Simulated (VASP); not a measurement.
Calculation: rev-vdW-DF2, VASP's PBE PAW potentials (set 64) (plane waves; VASP).

A VASP calculation is set up with these files.

**POSCAR**
```
KTaO3
1
    4.0082919168     0.0000000000    -0.0000000000
   -0.0000000000     4.0082919168     0.0000000000
    0.0000000000     0.0000000000     4.0082919168
K Ta O
1 1 3
Direct
  0.0000000000   0.0000000000   0.0000000000
  0.5000000000   0.5000000000   0.5000000000
  0.5000000000   0.0000000000   0.5000000000
  0.0000000000   0.5000000000   0.5000000000
  0.5000000000   0.5000000000   0.0000000000
```

File KPOINTS:
```
Automatic
0
gamma
 6 6 6
```

**INCAR**
```
SYSTEM = KTaO3
PREC = Accurate
ENCUT = 520
EDIFF = 1E-7
NELM = 100
ALGO = Normal
LREAL = .FALSE.
LASPH = .TRUE.
ISMEAR = -5
GGA = MK
PARAM1 = 0.1234568
PARAM2 = 0.7114
ZAB_VDW = -1.8867
LUSE_VDW = .TRUE.
AGGAC = 0.0
LMAXMIX = 6
LWAVE = .FALSE.
LCHARG = .TRUE.
LORBIT = 11
NEDOS = 601
ISIF = 2
LEFG = .TRUE.
```

POTCAR, in this order: K_sv Ta_pv O (PBE.64 set). Program: vasp_std.

Output

File OUTCAR:
```
 ion  position               nearest neighbor table
   1  0.000  0.000  0.000-   3 2.83   4 2.83   5 2.83   3 2.83   4 2.83   4 2.83   5 2.83   4 2.83
                             3 2.83   5 2.83   3 2.83   5 2.83   2 3.47   2 3.47   2 3.47   2 3.47
   2  0.500  0.500  0.500-   3 2.00   4 2.00   5 2.00   5 2.00   3 2.00   4 2.00   1 3.47   1 3.47
                             1 3.47   1 3.47   1 3.47   1 3.47   1 3.47   1 3.47
   3  0.500  0.000  0.500-   2 2.00   2 2.00   1 2.83   1 2.83   1 2.83   1 2.83
   4  0.000  0.500  0.500-   2 2.00   2 2.00   1 2.83   1 2.83   1 2.83   1 2.83
   5  0.500  0.500  0.000-   2 2.00   2 2.00   1 2.83   1 2.83   1 2.83   1 2.83
  LATTYP: Found a simple cubic cell.
 ALAT       =     4.0082919168
 Subroutine PRICEL returns:
 Original cell was already a primitive cell.
 Subroutine GETGRP returns: Found 48 space group operations
The static configuration has the point symmetry O_h .
The dynamic configuration has the point symmetry O_h .
 Subroutine INISYM returns: Found 48 space group operations
 Subroutine IBZKPT returns following result:
 Found     20 irreducible k-points:

 Following reciprocal coordinates:
            Coordinates               Weight
  0.000000  0.000000  0.000000      1.000000
  0.166667  0.000000  0.000000      6.000000
  0.333333  0.000000  0.000000      6.000000
  0.500000  0.000000  0.000000      3.000000
...
```

### OSZICAR
```
       N       E                     dE             d eps       ncg     rms          rms(c)
DAV:   1     0.347322590333E+03    0.34732E+03   -0.21908E+04   920   0.169E+03
DAV:   2    -0.231061430645E+02   -0.37043E+03   -0.36491E+03  1133   0.449E+02
DAV:   3    -0.414154455949E+02   -0.18309E+02   -0.18266E+02  1186   0.101E+02
DAV:   4    -0.419102121158E+02   -0.49477E+00   -0.49456E+00  1628   0.138E+01
DAV:   5    -0.419121472154E+02   -0.19351E-02   -0.19350E-02  1172   0.910E-01    0.348E+01
DAV:   6    -0.334475452866E+02    0.84646E+01   -0.44659E+01  1116   0.464E+01    0.140E+01
DAV:   7    -0.332822856794E+02    0.16526E+00   -0.24866E+00  1228   0.105E+01    0.900E+00
DAV:   8    -0.332225394144E+02    0.59746E-01   -0.40057E-01  1192   0.544E+00    0.138E+00
DAV:   9    -0.332145004743E+02    0.80389E-02   -0.28160E-02  1216   0.126E+00    0.238E-01
DAV:  10    -0.332136723510E+02    0.82812E-03   -0.87920E-03  1290   0.672E-01    0.465E-02
DAV:  11    -0.332136972191E+02   -0.24868E-04   -0.44152E-04  1270   0.166E-01    0.303E-02
DAV:  12    -0.332137126243E+02   -0.15405E-04   -0.25148E-05  1354   0.421E-02    0.844E-03
DAV:  13    -0.332137121141E+02    0.51014E-06   -0.46154E-06  1209   0.161E-02    0.407E-03
DAV:  14    -0.332137120744E+02    0.39709E-07   -0.24667E-07  1065   0.346E-03
   1 F= -.33213712E+02 E0= -.33213712E+02  d E =0.000000E+00
```

### OUTCAR
```
------------------------ aborting loop because EDIFF is reached ----------------------------------------
  FORCE on cell =-STRESS in cart. coord.  units (eV):
  Direction    XX          YY          ZZ          XY          YZ          ZX
  --------------------------------------------------------------------------------------
  Total        0.0009641      0.0009641      0.0009641      0.0000000     -0.0000000      0.0000000
  in kB        0.0239863      0.0239863      0.0239863      0.0000000     -0.0000000      0.0000000
  external PRESSURE =       0.0239863 kB  Pullay stress =       0.0000000 kB
  volume of cell :       64.40
      direct lattice vectors                 reciprocal lattice vectors
     4.008291917  0.000000000  0.000000000     0.249482827  0.000000000  0.000000000
     0.000000000  4.008291917  0.000000000     0.000000000  0.249482827  0.000000000
     0.000000000  0.000000000  4.008291917     0.000000000  0.000000000  0.249482827
 POSITION                                       TOTAL-FORCE (eV/Angst)
 -----------------------------------------------------------------------------------
      0.00000      0.00000      0.00000         0.000000      0.000000      0.000000
      2.00415      2.00415      2.00415         0.000000      0.000000      0.000000
      2.00415      0.00000      2.00415         0.000000      0.000000      0.000000
      0.00000      2.00415      2.00415         0.000000      0.000000      0.000000
      2.00415      2.00415      0.00000         0.000000      0.000000      0.000000
 -----------------------------------------------------------------------------------
    total drift:                                0.000000      0.000000     -0.000000
  FREE ENERGIE OF THE ION-ELECTRON SYSTEM (eV)
  ---------------------------------------------------
  free  energy   TOTEN  =       -33.2137120744 eV

  energy  without entropy=      -33.2137120744  energy(sigma->0) =      -33.21371207

 total charge

# of ion       s       p       d       tot
------------------------------------------
    1        1.958   5.571   0.047   7.577
    2        0.338   6.343   2.035   8.717
    3        1.556   3.509   0.000   5.065
    4        1.556   3.509   0.000   5.065
    5        1.556   3.509   0.000   5.065
--------------------------------------------------
tot          6.964  22.442   2.082  31.488

 Electric field gradients after diagonalization (V/A^2)
 (convention: |V_zz| > |V_xx| > |V_yy|)
----------------------------------------------------------------------
 ion       V_xx      V_yy      V_zz     asymmetry (V_yy - V_xx)/ V_zz
----------------------------------------------------------------------
   1       0.000     0.000     0.000      -0.131
   2       0.000     0.000     0.000      -0.301
   3      -9.579    -9.579    19.158       0.000
   4      -9.579    -9.579    19.158       0.000
   5      -9.579    -9.579    19.158       0.000
```
(Selected blocks of OUTCAR.)

File OUTCAR:
```
 val. band max:        1.5439779246   @ k =   0.5000   0.5000   0.5000

 cond. band min:       3.6684103605   @ k =   0.0000   0.0000   0.0000


 Fermi energy:         1.5977826768

 k-point     1 :       0.0000    0.0000    0.0000
  band No.  band energies     occupation
      1     -32.6682      2.00000
      2     -32.6682      2.00000
      3     -32.6682      2.00000
      4     -25.6608      2.00000
      5     -15.8481      2.00000
      6     -15.1340      2.00000
      7     -15.1340      2.00000
      8      -9.2801      2.00000
      9      -9.2801      2.00000
     10      -9.2801      2.00000
     11      -0.8821      2.00000
     12      -0.8821      2.00000
     13      -0.8821      2.00000
     14       0.5040      2.00000
     15       0.5040      2.00000
     16       0.5040      2.00000
     17       0.9193      2.00000
     18       0.9193      2.00000
     19       0.9193      2.00000
     20       3.6684      0.00000
     21       3.6684      0.00000
     22       3.6684      0.00000
     23       7.9968      0.00000

 k-point     2 :       0.1667    0.0000    0.0000
  band No.  band energies     occupation
      1     -32.6890      2.00000
      2     -32.6675      2.00000
      3     -32.6675      2.00000
      4     -25.6542      2.00000
      5     -15.7798      2.00000
      6     -15.1281      2.00000
      7     -14.9897      2.00000
      8      -9.2707      2.00000
      9      -9.2707      2.00000
     10      -9.2452      2.00000
     11      -1.5456      2.00000
     12      -0.9088      2.00000
     13      -0.9088      2.00000
     14       0.1094      2.00000
     15       0.1094      2.00000
     16       0.2642      2.00000
     17       0.3837      2.00000
     18       0.8081      2.00000
     19       0.8081      2.00000
     20       3.7051      0.00000
     21       4.4475      0.00000
     22       4.4475      0.00000
     23       8.4088      0.00000

 k-point     3 :       0.3333    0.0000    0.0000
...
```

Unless said otherwise, spin-orbit coupling is left out, though it shifts the bands of the heavy elements here.

The compound is KTaO3 in the cubic perovskite structure. It was relaxed first.
